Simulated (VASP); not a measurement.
Write an ASE script for VASP 6.6.1 that does the following.

```yaml
Task: single point
Functional: PBEsol
Potentials_or_basis: VASP PAW PBE potentials, release 64 (Hg, Mn_pv)
Cutoff: 520 eV
k_mesh: 8 × 8 × 8
Occupations: gaussian, width 0.05 eV
Spin: collinear spin, ferromagnetic start
Starting_moments: "[0.0, 4.0] μB"
Further_INCAR_settings: ALGO = Normal; EDIFF = 1.00e-06
```

The structure of MnHg lies in MnHg.xyz:

```xyz
2
Lattice="3.2880000000 0.0000000000 0.0000000000 0.0000000000 3.2880000000 0.0000000000 0.0000000000 0.0000000000 3.3130000000" Properties=species:S:1:pos:R:3 pbc="T T T"
Hg     0.0000000000      0.0000000000      0.0000000000
Mn     1.6440000000      1.6440000000      1.6565000000
```

The input as run:

run.py

```python
from ase.calculators.vasp import Vasp
from ase.dft.bandgap import bandgap
from ase.io import read

atoms = read('MnHg.xyz')
atoms.set_initial_magnetic_moments([0.0, 4.0])
calc = Vasp(
    directory='calc',
    xc='pbesol',
    pp='PBE',
    setups='materialsproject',
    prec='Accurate',
    encut=520,
    ediff=1e-06,
    ismear=0,
    sigma=0.05,
    lreal=False,
    lasph=True,
    nelm=150,
    algo='Normal',
    isif=2,
    lwave=False,
    lcharg=True,
    ispin=2,
    lorbit=11,
    lmaxmix=4,
    lelf=True,
    lvhar=True,
    kpts=[8, 8, 8],
    gamma=True,
)
atoms.calc = calc

print('energy (eV):', atoms.get_potential_energy())
print('free energy (eV):', atoms.get_potential_energy(force_consistent=True))
print('forces (eV/A):')
print(atoms.get_forces())
print('stress (eV/A^3, Voigt):', atoms.get_stress())
print('Fermi level (eV):', calc.get_fermi_level())
print('moment (muB):', atoms.get_magnetic_moment())
print('site moments (muB):', atoms.get_magnetic_moments())
gap, top, bottom = bandgap(calc)
print('band gap (eV):', gap, 'from (spin, k, band)', top, 'to', bottom)
```

Potentials or basis: VASP PAW PBE potentials, release 64 (Hg, Mn_pv).

The run is started by

```bash
$ python run.py
```

It gave:

| Property | Result |
| --- | --- |
| Pressure | -2.9 GPa |
| Band gap on the k mesh | none (metal or under the smearing width) |
| Net moment | 3.91 μB per cell |
| Site moments | Hg -0.05; Mn +3.81 μB |
| Valence electrons inside the program's atomic spheres | Hg 10.60; Mn 11.41 |

Caveat: the PAW data sets were made with another functional, which shifts forces and pressure a little.

Run time: 57 s on 1 thread of Intel(R) Xeon(R) Platinum 8375C CPU @ 2.90GHz (Ice Lake), with other jobs on the host, peak memory 0.21 GiB.
